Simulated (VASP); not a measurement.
Given:

```xyz
5
Lattice="3.8487 0.0000 0.0000 0.0000 3.8487 0.0000 0.0000 0.0000 3.8487" Properties=species:S:1:pos:R:3 pbc="T T T"
Sr     0.0000     0.0000     0.0000
V      1.9243     1.9243     1.9243
O      1.9243     0.0000     1.9243
O      0.0000     1.9243     1.9243
O      1.9243     1.9243     0.0000
```

Computed with optB88-vdW, VASP's PBE PAW potentials (set 64) (plane waves; VASP 6.6.1). Numerical set-up: 520 eV cut-off, Gaussian smearing of 0.050 eV, potentials Sr_sv V_sv O.

Task: Give the energies of bands 12 to 23 at the high-symmetry points, in eV from the Fermi level.

Result: 
| band | Γ | X | M | R |
|---|---|---|---|---|
| 12 | -5.15 | -6.65 | -6.92 | -7.12 |
| 13 | -5.15 | -5.17 | -6.84 | -6.44 |
| 14 | -5.15 | -5.17 | -6.46 | -6.44 |
| 15 | -3.25 | -4.55 | -5.06 | -5.87 |
| 16 | -3.25 | -4.54 | -5.06 | -5.87 |
| 17 | -3.25 | -4.54 | -4.09 | -5.87 |
| 18 | -2.43 | -4.09 | -3.62 | -2.04 |
| 19 | -2.43 | -2.87 | -3.62 | -2.04 |
| 20 | -2.43 | -2.87 | -2.14 | -2.04 |
| 21 | -0.96 | -0.85 | 0.88 | 1.46 |
| 22 | -0.96 | 0.91 | 0.88 | 1.46 |
| 23 | -0.96 | 0.91 | 1.24 | 1.46 |

It has no gap at this level: it comes out as a metal or semimetal.

The compound is SrVO3 in the cubic perovskite structure. It was relaxed first. The run is not spin-polarised, so no magnetic state was tried. The electron count is odd and the run is not spin-polarised, which forces a metal.
